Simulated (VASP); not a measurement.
Method: MS2 meta-GGA, VASP's PBE PAW potentials (set 64) (plane waves; VASP 6.6.1).

A VASP calculation is set up with these files.

File KPOINTS:
```
Automatic
0
Gamma
 9 9 9
```

### INCAR
```
! general
SYSTEM =MgSe
PREC   =Accurate
ENCUT  =520   ! plane-wave cut-off (eV)
LREAL  =.FALSE.   ! projection in real space or not
LASPH  =.TRUE.

! electronic loop
EDIFF  =1E-7   ! SCF stop (eV)
NELM   =100   ! most electronic steps
ALGO   =Normal   ! blocked Davidson
LMAXMIX=4
LMIXTAU=.TRUE.

! smearing
ISMEAR =-5   ! tetrahedra, Bloechl

! functional
METAGGA=MS2

! ions
ISIF   =2   ! forces and stress, cell fixed

! output
LWAVE  =.FALSE.
LCHARG =.FALSE.
LORBIT =11   ! lm-projected
NEDOS  =601   ! DOS grid
```

File POSCAR:
```
MgSe
1.0
  0.0000000000   2.7251829860   2.7251829860
  2.7251829860   0.0000000000   2.7251829860
  2.7251829860   2.7251829860   0.0000000000
Mg Se
1 1
Cartesian
  0.0000000000   0.0000000000   0.0000000000
  2.7251829860   2.7251829860   2.7251829860
```

File KPOINTS_OPT:
```
k-points along high-symmetry lines
10
Line-mode
Reciprocal
  0.000000   0.000000   0.000000 ! GAMMA
  0.500000  -0.000000   0.500000 ! X

  0.500000  -0.000000   0.500000 ! X
  0.625000   0.250000   0.625000 ! U

  0.375000   0.375000   0.750000 ! K
  0.000000   0.000000   0.000000 ! GAMMA

  0.000000   0.000000   0.000000 ! GAMMA
  0.500000   0.500000   0.500000 ! L

  0.500000   0.500000   0.500000 ! L
  0.500000   0.250000   0.750000 ! W

  0.500000   0.250000   0.750000 ! W
  0.500000  -0.000000   0.500000 ! X
```

POTCAR, in this order: Mg Se (PBE.64 set). Program: vasp_std.

Q: What will the output report for the number of irreducible k-points (NKPTS), largest plane-wave count, number of space-group operations, FFT grid (NGX, NGY, NGZ)?

A: 
The number of irreducible k-points (NKPTS) is 35 and the largest plane-wave count comes out as 1113. The number of space-group operations is 48. The FFT grid (NGX, NGY, NGZ) is 30 × 30 × 30.

The compound is MgSe in the rock salt structure. It was relaxed first.
